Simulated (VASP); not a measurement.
Calculation: PBE GGA with D4 dispersion, VASP's PBE PAW potentials (set 64) (plane waves; VASP).

Input for VASP

File POSCAR:
```
HfB2
1
    1.5465394551    -2.6786851384     0.0000000000
    1.5465394551     2.6786851384     0.0000000000
    0.0000000000     0.0000000000     3.4149201287
Hf B
1 2
Direct
  0.0000000000   0.0000000000   1.0000000000
  0.3333330000   0.6666670000   0.5000000000
  0.6666670000   0.3333330000   0.5000000000
```

### KPOINTS
```
Automatic mesh
0
Gamma
11 11 9
0 0 0
```

INCAR:
```
SYSTEM = HfB2
PREC = Accurate
ENCUT = 520
EDIFF = 1E-7
NELM = 100
ALGO = Normal
LREAL = .FALSE.
LASPH = .TRUE.
ISMEAR = 1
SIGMA = 0.1
GGA = PE
IVDW = 13
LMAXMIX = 6
LWAVE = .FALSE.
LCHARG = .FALSE.
ISIF = 4
IBRION = 2
NSW = 30
EDIFFG = -0.01
```

POTCAR, in this order: Hf_pv B (PBE.64 set). Program: vasp_std.

What VASP printed:

### OSZICAR
```
       N       E                     dE             d eps       ncg     rms          rms(c)
DAV:   1     0.284174077909E+02    0.28417E+02   -0.84489E+03  1920   0.127E+03
DAV:   2    -0.270701929581E+02   -0.55488E+02   -0.51775E+02  2344   0.241E+02
DAV:   3    -0.287552196302E+02   -0.16850E+01   -0.16560E+01  2532   0.324E+01
DAV:   4    -0.287673116359E+02   -0.12092E-01   -0.12090E-01  2344   0.291E+00
DAV:   5    -0.287674301008E+02   -0.11846E-03   -0.11845E-03  2472   0.230E-01    0.573E+01
DAV:   6    -0.264659616891E+02    0.23015E+01   -0.51281E+00  2296   0.154E+01    0.414E+01
DAV:   7    -0.264217927043E+02    0.44169E-01   -0.18129E+00  2400   0.954E+00    0.116E+01
DAV:   8    -0.263417375772E+02    0.80055E-01   -0.54366E-01  2280   0.529E+00    0.199E+00
DAV:   9    -0.263369875206E+02    0.47501E-02   -0.34510E-02  2256   0.150E+00    0.252E-01
DAV:  10    -0.263369532623E+02    0.34258E-04   -0.83643E-04  2352   0.260E-01    0.373E-01
DAV:  11    -0.263369544197E+02   -0.11574E-05   -0.94716E-05  2324   0.788E-02    0.191E-01
DAV:  12    -0.263369501855E+02    0.42342E-05   -0.87980E-06  2360   0.269E-02    0.215E-02
DAV:  13    -0.263369503734E+02   -0.18790E-06   -0.40438E-07  2344   0.628E-03    0.322E-03
DAV:  14    -0.263369503764E+02   -0.29925E-08   -0.49762E-09  1300   0.675E-04
   1 F= -.27317297E+02 E0= -.27317276E+02  d E =-.273173E+02
       N       E                     dE             d eps       ncg     rms          rms(c)
DAV:   1    -0.263366754989E+02    0.27487E-03   -0.40537E-02  2056   0.177E+00    0.250E-01
DAV:   2    -0.263363661830E+02    0.30932E-03   -0.52791E-04  2340   0.208E-01    0.106E-01
DAV:   3    -0.263362340393E+02    0.13214E-03   -0.13417E-04  2352   0.945E-02    0.323E-02
DAV:   4    -0.263362258007E+02    0.82386E-05   -0.16822E-05  2540   0.342E-02    0.202E-02
DAV:   5    -0.263362256366E+02    0.16409E-06   -0.77252E-07  2240   0.725E-03    0.990E-03
DAV:   6    -0.263362256234E+02    0.13187E-07   -0.41679E-08  1280   0.207E-03
   2 F= -.27317600E+02 E0= -.27317558E+02  d E =-.302552E-03
       N       E                     dE             d eps       ncg     rms          rms(c)
DAV:   1    -0.263364311785E+02   -0.20554E-03   -0.12254E-03  2060   0.308E-01    0.442E-02
DAV:   2    -0.263364217595E+02    0.94190E-05   -0.15983E-05  2340   0.362E-02    0.186E-02
DAV:   3    -0.263364177808E+02    0.39788E-05   -0.40770E-06  2356   0.164E-02    0.554E-03
DAV:   4    -0.263364175607E+02    0.22004E-06   -0.50381E-07  2504   0.592E-03    0.347E-03
DAV:   5    -0.263364175662E+02   -0.54813E-08   -0.21548E-08  1108   0.125E-03
   3 F= -.27317613E+02 E0= -.27317575E+02  d E =-.316053E-03
```

File OUTCAR:
```
------------------------ aborting loop because EDIFF is reached ----------------------------------------
  Edisp (eV):   -0.98120
  FORCE on cell =-STRESS in cart. coord.  units (eV):
  Direction    XX          YY          ZZ          XY          YZ          ZX
  --------------------------------------------------------------------------------------
  Total       1.45640     1.45640     1.45546     0.00000     0.00000     0.00000
  in kB      82.47013    82.47015    82.41739     0.00000     0.00000     0.00000
  external pressure =       82.45 kB  Pullay stress =        0.00 kB
  volume of cell :       28.29
      direct lattice vectors                 reciprocal lattice vectors
     1.548374720 -2.681863920 -0.000000000     0.322919248 -0.186437498 -0.000000000
     1.548374720  2.681863920  0.000000000     0.322919248  0.186437498 -0.000000000
     0.000000000  0.000000000  3.406829610     0.000000000 -0.000000000  0.293528035
 POSITION                                       TOTAL-FORCE (eV/Angst)
 -----------------------------------------------------------------------------------
      0.00000      0.00000      0.00000         0.000000     -0.000000     -0.000000
      1.54837      0.89396      1.70341        -0.000000     -0.000000     -0.000000
      1.54837     -0.89396      1.70341        -0.000000      0.000000      0.000000
 -----------------------------------------------------------------------------------
    total drift:                                0.000000     -0.000000      0.000000
  FREE ENERGIE OF THE ION-ELECTRON SYSTEM (eV)
  ---------------------------------------------------
  free  energy   TOTEN  =       -27.3176134385 eV

  energy  without entropy=      -27.3174976142  energy(sigma->0) =      -27.31757483

 reached required accuracy - stopping structural energy minimisation
```
(Selected blocks of OUTCAR.)

CONTCAR:
```
HfB2
   1.00000000000000
     1.5483747198919031   -2.6818639198989294   -0.0000000000000000
     1.5483747198919031    2.6818639198989294    0.0000000000000000
     0.0000000000000000    0.0000000000000000    3.4068296095865285
  Hf              B
     1     2
Direct
     0.0000000000000000    0.0000000000000000    0.0000000000000000
     0.3333330000000032    0.6666669999999968    0.5000000000000000
     0.6666669999999968    0.3333330000000032    0.5000000000000000
```

The compound is HfB2 in the AlB2 type structure. This cell is one point of a volume scan, at 0.97 of the reference volume. Symmetry was kept, so distortions that lower it aren't found.
